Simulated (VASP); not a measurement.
Calculation: LDA (Ceperley-Alder, Perdew-Zunger), VASP's LDA PAW potentials (set 64) (plane waves; VASP 6.6.1).

VASP input:

KPOINTS:
```
Automatic
0
gamma
8 8 8
0 0 0
```

**POSCAR**
```
Ni3Al
1.0
  3.4824069024   0.0000000000   0.0000000000
  0.0000000000   3.4824069024   0.0000000000
  0.0000000000   0.0000000000   3.4824069024
Al Ni
1 3
Cartesian
  0.0000000000   0.0000000000   0.0000000000
  0.0000000000   1.7412034512   1.7412034512
  1.7412034512   0.0000000000   1.7412034512
  1.7412034512   1.7412034512   0.0000000000
```

### INCAR
```
LMAXMIX  =  4   # l cut-off of mixed one-centre charges
ISIF  =  3   # ions, shape and volume
LASPH  =  .True.
ALGO  =  Normal   # blocked Davidson
PREC  =  Accurate
ISPIN  =  2   # spin-polarised
LWAVE  =  .False.
LCHARG  =  .False.
IBRION  =  2
ISMEAR  =  1   # Methfessel-Paxton
NELM  =  100   # most electronic steps
NSW  =  60   # most ionic steps
EDIFF  =  1E-6   # SCF stop (eV)
LORBIT  =  10
MAGMOM  =  0.0 0.5 0.5 0.5
LREAL  =  .False.   # projection in real space or not
EDIFFG  =  -0.02
SIGMA  =  0.1   # width (eV)
SYSTEM  =  Ni3Al
ENCUT  =  520
```

POTCAR, in this order: Al Ni (LDA.64 set). Program: vasp_std.

Task: What will the output report for the number of irreducible k-points (NKPTS), largest plane-wave count, number of space-group operations, FFT grid (NGX, NGY, NGZ)?

Result: 
number of irreducible k-points (NKPTS): 35
largest plane-wave count: 1157
number of space-group operations: 48
FFT grid (NGX, NGY, NGZ): 28 × 28 × 28

The compound is Ni3Al in the L1_2 structure. It was relaxed first, which changed the volume by -7 %. The start is the result of an earlier pass.
